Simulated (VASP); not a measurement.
Here is the system:

```yaml
crystal:
  lattice:
    - [0.00000, 2.99940, 2.99940]
    - [2.99940, 0.00000, 2.99940]
    - [2.99940, 2.99940, 0.00000]
  atoms:
    - { symbol: In, position: [0.00000, 0.00000, 0.00000] }
    - { symbol: P, position: [0.25000, 0.25000, 0.25000] }
```

The numbers are results of revPBE GGA, VASP's PBE PAW potentials (set 64) (plane waves; VASP 6.6.1), not measurements. Numerical set-up: 520 eV cut-off, 9×9×9 Γ-centred mesh, tetrahedra with Blöchl corrections, potentials In_d P.

Unless said otherwise, spin-orbit coupling is left out, though it shifts the bands of the heavy elements here.

### Question
Estimate the energy per atom (σ→0), band gap (on the k-mesh) with the smallest direct gap where there is one.

### Answer

```json
{
 "band gap (on the k-mesh)": "0.43 eV",
 "smallest direct gap (on the k-mesh)": "0.43 eV",
 "energy per atom (σ→0)": "-3.921 eV/atom"
}
```

The compound is InP in the zinc blende structure. It was relaxed first, which changed the volume by +7 %.
